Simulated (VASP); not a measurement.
Data:

```
CELL_PARAMETERS angstrom
      1.54316    -2.67283     0.00000
      1.54316     2.67283     0.00000
      0.00000     0.00000     5.06794
ATOMIC_POSITIONS crystal
  Si 0.66667 0.33333 0.49967
  Si 0.33333 0.66667 0.99967
  C  0.66667 0.33333 0.87533
  C  0.33333 0.66667 0.37533
```

Computed with rev-vdW-DF2, VASP's PBE PAW potentials (set 64) (plane waves; VASP). Numerical set-up: 520 eV cut-off, 9×9×5 Γ-centred mesh, tetrahedra with Blöchl corrections, potentials Si C.

The cores are frozen, which limits the accuracy of field gradients.

Give the principal components of the electric field gradient (V/Å²) and the asymmetry η at each nucleus.

```
atom   Vxx   Vyy  Vzz     η
----  ----  ----  ---  ----
Si1   -1.6  -1.6  3.2  0.00
Si2   -1.6  -1.6  3.2  0.00
C3    -1.1  -1.1  2.2  0.00
C4    -1.1  -1.1  2.2  0.00
```

The compound is SiC in the wurtzite structure, the rare 2H polytype. It was relaxed first.
